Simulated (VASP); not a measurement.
Consider the following.

```
SnZnN2
1.0
    5.71260     0.00000     0.00000
    0.00000     6.57440     0.00000
    0.00000     0.00000     5.34795
Zn Sn N
4 4 8
Cartesian
  3.33079   5.75227   5.34159
  2.38181   0.82213   2.66761
  5.23811   2.46507   2.66761
  0.47449   4.10933   5.34159
  3.36129   2.46580   5.34405
  2.35130   4.10861   2.67007
  5.20760   5.75300   2.67007
  0.50499   0.82141   5.34405
  3.32702   2.46126   2.02340
  2.38558   4.11314   4.69737
  5.24188   5.74846   4.69737
  0.47072   0.82594   2.02340
  3.31171   5.75780   1.99778
  2.40089   0.81661   4.67176
  5.25719   2.47060   4.67176
  0.45541   4.10381   1.99778
```

The numbers are results of PBE GGA, VASP's PBE PAW potentials (set 64) (plane waves; VASP 6.6.1), not measurements. Numerical set-up: LREAL = Auto, 400 eV cut-off, 3×3×3 Γ-centred mesh, first-order Methfessel-Paxton smearing of 0.20 eV, potentials Zn Sn_d N.

At this cut-off the stress carries a Pulay error, which pulls relaxed volumes low. Unless said otherwise, spin-orbit coupling is left out, though it shifts the bands of the heavy elements here.

Task: What does the run give for the energy per atom (σ→0), pressure, largest force, band gap (on the k-mesh) with the smallest direct gap where there is one?

Result: 
```json
{
  "band gap (on the k-mesh)": "0.45 eV",
  "smallest direct gap (on the k-mesh)": "0.45 eV",
  "energy per atom (σ→0)": "-5.286 eV/atom",
  "pressure": "15.25 GPa",
  "largest_force": "0.442 eV/Å"
}
```

Total energies compare only between runs with the same potentials, cut-off and functional.

The structure comes from a computed database's ZnSnN2 entry; how it stands against other phases isn't given here. The cell was not relaxed at this level.
